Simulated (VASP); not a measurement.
Data:

```yaml
crystal:
  lattice:
    - [0.00000, 2.94031, 2.82722]
    - [2.94031, 0.00000, 2.82722]
    - [2.94031, 2.94031, 0.00000]
  atoms:
    - { symbol: Li, position: [0.25000, 0.25000, 0.25000] }
    - { symbol: Li, position: [0.75000, 0.75000, 0.75000] }
    - { symbol: S, position: [0.00000, 0.00000, 0.00000] }
```

Calculation: PBEsol GGA, VASP's PBE PAW potentials (set 64) (plane waves; VASP). Settings: 600 eV cut-off, 6×6×6 Γ-centred mesh, Gaussian smearing of 0.050 eV, potentials Li_sv S.

Q: Give the stress tensor in GPa (positive for a compressed cell).

A: 
```
-3.68   0.00   0.00
 0.00  -3.68   0.00
 0.00   0.00  -1.30
```
The pressure is its mean diagonal, -2.89 GPa.

The compound is Li2S in the antifluorite structure. This cell was strained or had an atom moved on purpose.
